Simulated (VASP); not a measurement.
Calculation: SCAN meta-GGA, VASP's PBE PAW potentials (set 64) (plane waves; VASP 6.6.1).

The input files of a VASP run:

KPOINTS:
```
Regular mesh
0
Gamma
  9 9 9
0 0 0
```

### INCAR
```
ALGO = Normal
PREC = Accurate
METAGGA = SCAN
SYSTEM = BAs
LMAXMIX = 4   ! l cut-off of mixed one-centre charges
NELM = 100   ! most electronic steps
NFREE = 2
LWAVE = .False.
SIGMA = 0.05
LMIXTAU = .True.
IBRION = 6
POTIM = 0.015   ! step
ENCUT = 650
ISIF = 3
NSW = 1   ! most ionic steps
LCHARG = .False.
EDIFF = 1E-7
ISMEAR = 0
LASPH = .True.   ! aspherical one-centre terms
LREAL = .False.   ! projection in real space or not
```

**POSCAR**
```
BAs
1
    0.0000000000     2.3892147793     2.3892147793
    2.3892147793    -0.0000000000     2.3892147793
    2.3892147793     2.3892147793    -0.0000000000
B As
1 1
Direct
  0.0000000000   0.0000000000   0.0000000000
  0.2500000000   0.2500000000   0.2500000000
```

POTCAR, in this order: B As (PBE.64 set). Program: vasp_std.

Output

**OUTCAR**
```


   1 f  =   21.126470 THz   132.741524 2PiTHz  704.703175 cm-1    87.372019 meV

   2 f  =   21.126470 THz   132.741524 2PiTHz  704.703175 cm-1    87.372019 meV

   3 f  =   21.126470 THz   132.741524 2PiTHz  704.703175 cm-1    87.372019 meV

   4 f/i=    0.013029 THz     0.081865 2PiTHz    0.434609 cm-1     0.053885 meV

   5 f/i=    0.013029 THz     0.081865 2PiTHz    0.434609 cm-1     0.053885 meV

   6 f/i=    0.013029 THz     0.081865 2PiTHz    0.434609 cm-1     0.053885 meV

 ELASTIC MODULI CONTR FROM IONIC RELAXATION (kBar)
 Direction    XX          YY          ZZ          XY          YZ          ZX
 --------------------------------------------------------------------------------
 XX          -0.0000     -0.0000     -0.0000     -0.0000     -0.0000      0.0000
 YY          -0.0000     -0.0000     -0.0000     -0.0000     -0.0000      0.0000
 ZZ          -0.0000     -0.0000     -0.0000     -0.0000     -0.0000      0.0000
 XY          -0.0000     -0.0000     -0.0000   -158.3155      0.0000      0.0000
 YZ          -0.0000     -0.0000     -0.0000      0.0000   -158.3155      0.0000
 ZX           0.0000      0.0000      0.0000      0.0000      0.0000   -158.3155
 --------------------------------------------------------------------------------

 TOTAL ELASTIC MODULI (kBar)
 Direction    XX          YY          ZZ          XY          YZ          ZX
 --------------------------------------------------------------------------------
 XX        2943.0258    714.6757    714.6757      0.0000     -0.0000      0.0000
 YY         714.6757   2943.0258    714.6757      0.0000      0.0000      0.0000
 ZZ         714.6757    714.6757   2943.0258     -0.0000      0.0000      0.0000
 XY           0.0000      0.0000     -0.0000   1591.9446      0.0000      0.0000
 YZ          -0.0000      0.0000      0.0000      0.0000   1591.9446      0.0000
 ZX           0.0000      0.0000      0.0000      0.0000      0.0000   1591.9446
 --------------------------------------------------------------------------------
```
(Selected blocks of OUTCAR.)

The structure comes from a measured BAs entry (F-43m) of the Crystallography Open Database, whose conditions weren't checked. It was relaxed first.
